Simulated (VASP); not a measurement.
Here is the system:

```xyz
1
Lattice="-1.5417 1.5417 1.5417 1.5417 -1.5417 1.5417 1.5417 1.5417 -1.5417" Properties=species:S:1:pos:R:3 pbc="T T T"
Nb     0.0000     0.0000     0.0000
```

Level of theory: PBEsol GGA, VASP's PBE PAW potentials (set 64) (plane waves; VASP). Run with 500 eV cut-off, 17×17×17 Γ-centred mesh, first-order Methfessel-Paxton smearing of 0.10 eV, potentials Nb_sv.

The ions, cell shape and volume at an external pressure of 45.0 GPa are relaxed. What does this cell relax into?

```xyz
1
Lattice="-1.5399 1.5399 1.5399 1.5399 -1.5399 1.5399 1.5399 1.5399 -1.5399" Properties=species:S:1:pos:R:3 pbc="T T T"
Nb     0.0000     0.0000     0.0000
```
Space group Im-3m (229), at a tolerance of 0.03 Å.

How do energy and volume change from the first to the last step?

The energy (σ→0) changes by +14.3 meV/atom and the volume by -0.4 %, in 3 ionic steps.

The compound is Nb in the bcc structure. This run relaxes it under an external pressure of 45 GPa. Symmetry was kept, so distortions that lower it aren't found.
